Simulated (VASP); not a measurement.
CoSi (B20) relaxed at rising pressure, in one space group throughout; other phases were not tried. The pressures are those reached. These are LDA (Ceperley-Alder, Perdew-Zunger), VASP's LDA PAW potentials (set 64) (plane waves; VASP) values and carry that method's errors.

```
P (GPa)  V (Å³/atom)  k-mesh
-------  -----------  ------
-0.01         10.310   7×7×7
5.07          10.115   7×7×7
10.06          9.942   7×7×7
20.01          9.640   7×7×7
30.01          9.381   7×7×7
```

**Question.** Fit an equation of state and predict the volume at 45.23 GPa.

**Answer.** Least squares on the third-order Birch-Murnaghan form, P = (3B0/2)(y⁷ − y⁵)[1 + (3/4)(B′ − 4)(y² − 1)] with y = (V0/V)^(1/3), gives V0 = 10.310 Å³/atom, B0 = 254 GPa and B′ = 4.7, and so 9.048 Å³/atom. The run gave 9.045 Å³/atom, -0.0 % from the fit.

Pressures at which the relaxation failed are left out.

The compound is CoSi in the B20 structure. The run is not spin-polarised, so no magnetic state was tried.
